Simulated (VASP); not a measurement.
# SbC (Pm-3m) in VASP: settings compared, part 2 of 2

VASP 6.6.1.

**3. Relaxation of cell and atoms, PBEsol+D4**

File INCAR:

```
SYSTEM = SbC
PREC     = Accurate       ! precision mode
ENCUT    = 600            ! plane-wave cutoff, eV
EDIFF    = 1E-6           ! SCF threshold, eV
ISMEAR   = -1             ! smearing method
SIGMA    = 0.05           ! smearing width, eV
LREAL    = .False.        ! projectors in reciprocal space
LASPH    = .True.         ! aspherical terms in the spheres
NELM     = 80             ! most SCF steps
ALGO     = Normal         ! electronic algorithm
ISIF     = 3              ! what is computed and relaxed
LWAVE    = .False.        ! write WAVECAR
LCHARG   = .False.        ! write CHGCAR
GGA      = PS             ! functional
IVDW     = 13             ! dispersion correction
IBRION   = 2              ! ionic algorithm
NSW      = 40             ! ionic steps
EDIFFG   = -0.01          ! ionic threshold
```

File KPOINTS:

```
Automatic mesh
0
Gamma
  9 9 9
  0 0 0
```

File POSCAR:

```
SbC
1.0
    3.1146800000      0.0000000000      0.0000000000
    0.0000000000      3.1146800000      0.0000000000
    0.0000000000      0.0000000000      3.1146800000
Sb C
1 1
Direct
    0.5000000000      0.5000000000      0.5000000000
    0.0000000000      0.0000000000      0.0000000000
```

Potentials or basis: VASP PAW PBE potentials, release 64 (Sb, C).

Launch:

```bash
> cat potpaw_PBE.64/Sb/POTCAR potpaw_PBE.64/C/POTCAR > POTCAR
> mpirun -np 1 vasp_std > vasp.out
```

OUTCAR:

```text
SYSTEM = SbC
   PREC = Accurate
   ENCUT = 600
   EDIFF = 1E-6
   ISMEAR = -1
   LREAL = .False.
   LASPH = .True.
   NELM = 80
   ISIF = 3
   GGA = PS
   IVDW = 13
   IBRION = 2
   NSW = 40
   EDIFFG = -0.01

 ion  position               nearest neighbor table
   1  0.500  0.500  0.500-   2 2.70   2 2.70   2 2.70   2 2.70   2 2.70   2 2.70   2 2.70   2 2.70

   2  0.000  0.000  0.000-   1 2.70   1 2.70   1 2.70   1 2.70   1 2.70   1 2.70   1 2.70   1 2.70

  LATTYP: Found a simple cubic cell.
 ALAT       =     3.1146800000

  Lattice vectors:

 A1 = (   3.1146800000,   0.0000000000,   0.0000000000)
 A2 = (   0.0000000000,   3.1146800000,   0.0000000000)
 A3 = (   0.0000000000,   0.0000000000,   3.1146800000)

Analysis of symmetry for initial positions (statically):
=====================================================================
 Subroutine PRICEL returns:
 Original cell was already a primitive cell.

 Routine SETGRP: Setting up the symmetry group for a
 simple cubic supercell.

 Subroutine GETGRP returns: Found 48 space group operations
 (whereof 48 operations were pure point group operations)
 out of a pool of 48 trial point group operations.

The static configuration has the point symmetry O_h .

Analysis of symmetry for dynamics (positions and initial velocities):
=====================================================================
 Subroutine PRICEL returns:
 Original cell was already a primitive cell.

 Routine SETGRP: Setting up the symmetry group for a
 simple cubic supercell.

 Subroutine GETGRP returns: Found 48 space group operations
 (whereof 48 operations were pure point group operations)
 out of a pool of 48 trial point group operations.

The dynamic configuration has the point symmetry O_h .

 Subroutine INISYM returns: Found 48 space group operations
 (whereof 48 operations are pure point group operations),
 and found     1 'primitive' translations

----------------------------------------------------------------------------------------

                                     Primitive cell

  volume of cell :      30.2162

  direct lattice vectors                    reciprocal lattice vectors
     3.114680000  0.000000000  0.000000000     0.321060269  0.000000000  0.000000000
     0.000000000  3.114680000  0.000000000     0.000000000  0.321060269  0.000000000
     0.000000000  0.000000000  3.114680000     0.000000000  0.000000000  0.321060269

  length of vectors
     3.114680000  3.114680000  3.114680000     0.321060269  0.321060269  0.321060269

  position of ions in fractional coordinates (direct lattice)
     0.500000000  0.500000000  0.500000000
     0.000000000  0.000000000  0.000000000

  ion indices of the primitive-cell ions
   primitive index   ion index
                 1           1
                 2           2

----------------------------------------------------------------------------------------

 KPOINTS: Automatic mesh

Automatic generation of k-mesh.
 Grid dimensions read from file:
 generate k-points for:    9    9    9

 Generating k-lattice:

  Cartesian coordinates                     Fractional coordinates (reciprocal lattice)
     0.035673363  0.000000000  0.000000000     0.111111111  0.000000000  0.000000000
     0.000000000  0.035673363  0.000000000     0.000000000  0.111111111  0.000000000
     0.000000000  0.000000000  0.035673363     0.000000000  0.000000000  0.111111111

  Length of vectors
     0.035673363  0.035673363  0.035673363

  Shift w.r.t. Gamma in fractional coordinates (k-lattice)
     0.000000000  0.000000000  0.000000000

 Subroutine IBZKPT returns following result:
 ===========================================

 Found     35 irreducible k-points:

 Following reciprocal coordinates:
            Coordinates               Weight
  0.000000  0.000000  0.000000      1.000000
  0.111111  0.000000  0.000000      6.000000
  0.222222  0.000000  0.000000      6.000000
  0.333333  0.000000  0.000000      6.000000
  0.444444  0.000000  0.000000      6.000000
  0.111111  0.111111  0.000000     12.000000
[... 16 lines left out ...]
  0.333333  0.333333  0.111111     24.000000
  0.444444  0.333333  0.111111     48.000000
 [... further k-points ...]
   k-points           NKPTS =     35   k-points in BZ     NKDIM =     35   number of bands    NBANDS=      8
   number of dos      NEDOS =    301   number of ions     NIONS =      2
   total plane-waves  NPLWV =  21952
   dimension x,y,z NGX =    28 NGY =   28 NGZ =   28
   dimension x,y,z NGXF=    56 NGYF=   56 NGZF=   56
   ions per type =               1   1
   NGX,Y,Z   is equivalent  to a cutoff of  14.94, 14.94, 14.94 a.u.
   NGXF,Y,Z  is equivalent  to a cutoff of  29.89, 29.89, 29.89 a.u.
 SYSTEM =  SbC
   PREC   = accura    normal or accurate (medium, high low for compatibility)
   ISTART =      0    job   : 0-new  1-cont  2-samecut
   ICHARG =      2    charge: 1-file 2-atom 10-const
   ISPIN  =      1    spin polarized calculation?
   LNONCOLLINEAR =      F non collinear calculations
   LSORBIT =      F    spin-orbit coupling
   LASPH  =      T    aspherical Exc in radial PAW
   ENCUT  =  600.0 eV  44.10 Ry    6.64 a.u.   6.22  6.22  6.22*2*pi/ulx,y,z
   NELM   =     80;   NELMIN=  2; NELMDL= -5     # of ELM steps
   EDIFF  = 0.1E-05   stopping-criterion for ELM
   LREAL  =      F    real-space projection
   EDIFFG = -.1E-01   stopping-criterion for IOM
   NSW    =     40    number of steps for IOM
   IBRION =      2    ionic relax: 0-MD 1-quasi-New 2-CG
   NFREE  =      1    steps in history (QN), initial steepest desc. (CG)
   ISIF   =      3    stress and relaxation
   ISYM   =      2    0-nonsym 1-usesym 2-fastsym
   POTIM  = 0.5000    time-step for ionic-motion
   TEBEG  =    0.0;   TEEND  =   0.0 temperature during run
   PSTRESS=    0.0 pullay stress
   NELECT =       9.0000    total number of electrons
   NUPDOWN=      -1.0000    fix difference up-down
   EMIN   =  10.00;   EMAX   =-10.00  energy-range for DOS
   EFERMI =   0.00;   METHOD = LEGACY
   ISMEAR =    -1;   SIGMA  =   0.05  broadening in eV -4-tet -1-fermi 0-gaus
   EFERMI_NEDOS =   21; number of points for ismear=-14 and -15
   IALGO  =     38    algorithm
   IMIX   =      4    mixing-type and parameters
     AMIX     =   0.40;   BMIX     =  1.00
     AMIX_MAG =   1.60;   BMIX_MAG =  1.00
  volume/ion in A,a.u.               =      15.11       101.95
  Fermi-wavevector in a.u.,A,eV,Ry     =   1.093307  2.066051 16.263326  1.195321
  Thomas-Fermi vector in A             =   2.229590
   LORBIT       =      0    0 simple, 1 ext, 2 COOP (PROOUT), +10 PAW based schemes
   GGA     = PS    functional components
   LHFCALC =     F    Hartree Fock is set to
   AEXX    =    0.0000 exact exchange contribution
   IVDW    =    13    specifies the selected vdW correction
   LEPSILON=     F    determine dielectric tensor
   LRPA    =     F    only Hartree local field effects (RPA)
 conjugate gradient relaxation of ions
 non-spin polarized calculation
  energy-cutoff  :      600.00
  volume of cell :       30.22
 maximum number of plane-waves:      1021
 NGX is ok and might be reduce to    28
   NGX = 13   NGY = 13   NGZ = 13

--------------------------------------- Ionic step        1  -------------------------------------------

 number of electron       9.0000000 magnetization

 Free energy of the ion-electron system (eV)
  ---------------------------------------------------
  ext. energy  EPLUGINS =         0.00000000
  ---------------------------------------------------
  free energy    TOTEN  =        -9.92521987 eV

  energy without entropy =       -9.91493717  energy(sigma->0) =       -9.92007852

 E-fermi :   9.5255     XC(G=0): -11.5034

 val. band max:        9.5015898233   @ k =   0.4444   0.3333   0.1111
 cond. band min:       9.5910066124   @ k =   0.3333   0.2222   0.0000
 fundamental gap:      0.0894167891
 Fermi energy:         9.5254737686

 k-point     1 :       0.0000    0.0000    0.0000
  band No.  band energies     occupation
      1      -5.6494      2.00000
      2       5.4530      2.00000
      3       7.8605      2.00000
      4       7.8605      2.00000
      5       7.8605      2.00000
      6      14.9432      0.00000
      7      14.9432      0.00000
      8      17.1048      0.00000
[... 410 lines left out ...]
  energy  without entropy=      -10.4494008216  energy(sigma->0) =      -10.45418937

--------------------------------------- Ionic step        5  -------------------------------------------

 number of electron       9.0000000 magnetization

 Free energy of the ion-electron system (eV)
  ---------------------------------------------------
  ext. energy  EPLUGINS =         0.00000000
  ---------------------------------------------------
  free energy    TOTEN  =        -9.94582459 eV

  energy without entropy =       -9.93616330  energy(sigma->0) =       -9.94099394

 E-fermi :  10.5781     XC(G=0): -11.8385

 val. band max:       10.5548116297   @ k =   0.3333   0.2222   0.2222
 cond. band min:      10.6059516797   @ k =   0.3333   0.2222   0.0000
 fundamental gap:      0.0511400500
 Fermi energy:        10.5780805999

 k-point     1 :       0.0000    0.0000    0.0000
  band No.  band energies     occupation
      1      -5.3230      2.00000
      2       6.9932      2.00000
      3       8.7535      2.00000
      4       8.7535      2.00000
      5       8.7535      2.00000
      6      15.9979      0.00000
      7      15.9979      0.00000
      8      18.9031      0.00000
[... 286 lines left out ...]
  FREE ENERGIE OF THE ION-ELECTRON SYSTEM (eV)
  ---------------------------------------------------
  free  energy   TOTEN  =       -10.4591926561 eV

  energy  without entropy=      -10.4495313662  energy(sigma->0) =      -10.45436201

 reached required accuracy - stopping structural energy minimisation
```

It took 27 s on 1 thread of Intel Xeon Platinum 8375C at 2.90GHz (Ice Lake), shared host; peak memory 0.17 GiB.

Results:

- Free energy: -10.4592 eV
- Relaxed volume: 14.04 Å³/atom
- Relaxed cell: a = 3.040 Å, b = 3.040 Å, c = 3.040 Å, α = 90.00°, β = 90.00°, γ = 90.00°
- Space group after relaxing (to 0.05 Å): Pm-3m (No. 221)
- Energy gained by relaxing: 20.4 meV/atom
- Ionic steps: 5
- Pressure after relaxing: 0.0 GPa
- Dispersion energy per atom: -0.257 eV

The path:
| step | energy change (eV) | largest force (eV/Å) | pressure (GPa) | volume (Å³) |
| --- | --- | --- | --- | --- |
| 1 | 0.0000 | 0.0000 | -2.61 | 30.22 |
| 2 | -0.0269 | 0.0000 | -3.94 | 29.15 |
| 3 | 0.0167 | 0.0000 | 10.24 | 26.11 |
| 4 | -0.0405 | 0.0000 | -0.51 | 28.21 |
| 5 | -0.0407 | 0.0000 | 0.00 | 28.09 |

Final structure:
```
Sb C
1.0
     3.03974    0.00000    0.00000
     0.00000    3.03974    0.00000
     0.00000    0.00000    3.03974
Sb C
1 1
Direct
  0.50000 0.50000 0.50000
  0.00000 0.00000 0.00000
```

Caveat: the bands computed are all filled at some k points, so no gap is given; the PAW data sets were made with another functional, which shifts forces and pressure a little. The run has no spin-orbit coupling, so splittings on Sb are missing.

**4. Relaxation of cell and atoms, PBEsol+rVV10**

INCAR: that of step 3 with these lines changed.

```diff
@@ -14,3 +14,6 @@
 GGA      = PS             ! functional
-IVDW     = 13             ! dispersion correction
+LUSE_VDW = .True.       
+IVDW_NL  = 2            
+BPARAM   = 20.0         
+CPARAM   = 0.0093       
 IBRION   = 2              ! ionic algorithm
```

KPOINTS is that of step 3.

POSCAR is that of step 3.

Launch:

```bash
> cat potpaw_PBE.64/Sb/POTCAR potpaw_PBE.64/C/POTCAR > POTCAR
> mpirun -np 1 vasp_std > vasp.out
```

Run time: 68 s. Hardware: 1 thread of Intel Xeon Platinum 8375C at 2.90GHz (Ice Lake), shared host; peak memory 0.26 GiB.

It converged, with:

```
Free energy                            : -9.8936 eV
Relaxed volume                         : 14.32 Å³/atom
Relaxed cell                           : a = 3.059 Å, b = 3.059 Å, c = 3.059 Å, α = 90.00°, β = 90.00°, γ = 90.00°
Space group after relaxing (to 0.05 Å) : Pm-3m (No. 221)
Energy gained by relaxing              : 14.8 meV/atom
Ionic steps                            : 3
Pressure after relaxing                : 0.0 GPa
```

The path:
| step | energy change (eV) | largest force (eV/Å) | pressure (GPa) | volume (Å³) |
| --- | --- | --- | --- | --- |
| 1 | 0.0000 | 0.0000 | -5.74 | 30.22 |
| 2 | -0.0227 | 0.0000 | 3.09 | 27.91 |
| 3 | -0.0296 | 0.0000 | 0.03 | 28.63 |

Final structure:
```
CELL_PARAMETERS angstrom
3.05923 0.00000 0.00000
0.00000 3.05923 0.00000
0.00000 0.00000 3.05923
ATOMIC_POSITIONS crystal
Sb 0.50000 0.50000 0.50000
C 0.00000 0.00000 0.00000
```

Levels at points of the mesh, in eV from the Fermi level:
```tsv
k point	band 1	band 2	band 3	band 4	band 5	band 6	band 7	band 8
(0.00, 0.00, 0.00)	-15.70	-3.71	-1.78	-1.78	-1.78	5.42	5.42	8.13
```

Caveat: the bands computed are all filled at some k points, so no gap is given; the PAW data sets were made with another functional, which shifts forces and pressure a little.

**5. The runs side by side**

| level | pressure (GPa) | relaxed volume (Å³/atom) |
| --- | --- | --- |
| PBEsol+D3(BJ) | -0.1 | 13.85 |
| PBEsol+D4 | 0.0 | 14.04 |
| PBEsol+rVV10 | 0.0 | 14.32 |

Alike in all rows: task relaxation of cell and atoms; potentials or basis VASP PAW PBE potentials, release 64 (Sb, C); no spin polarisation; cell relaxed; k mesh 9 × 9 × 9; cutoff (eV) 600; smearing fermi-dirac 0.05 eV.

Caveats: the bands computed are all filled at some k points, so no gap is given; the PAW data sets were made with another functional, which shifts forces and pressure a little.

Total energies depend on the potentials used, so only differences within one code and one set of settings carry meaning.
